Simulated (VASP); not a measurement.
All values below come from PBEsol GGA, VASP's PBE PAW potentials (set 64) (plane waves; VASP). Each cell was relaxed at this level.

**Question.** Which of these has an unstable (imaginary) mode at Γ?
A. Cu3N, Pm-3m (221)
B. Mg2Ge, Fm-3m (225)
C. HfIr, P4/mmm (123)
D. KCaF3, Pm-3m (221)

**Answer.** D, KCaF3, Pm-3m (221). Its optical Γ-point modes are 50i (×3), 50 (×3), 181 (×3), 427 (×3) cm⁻¹.
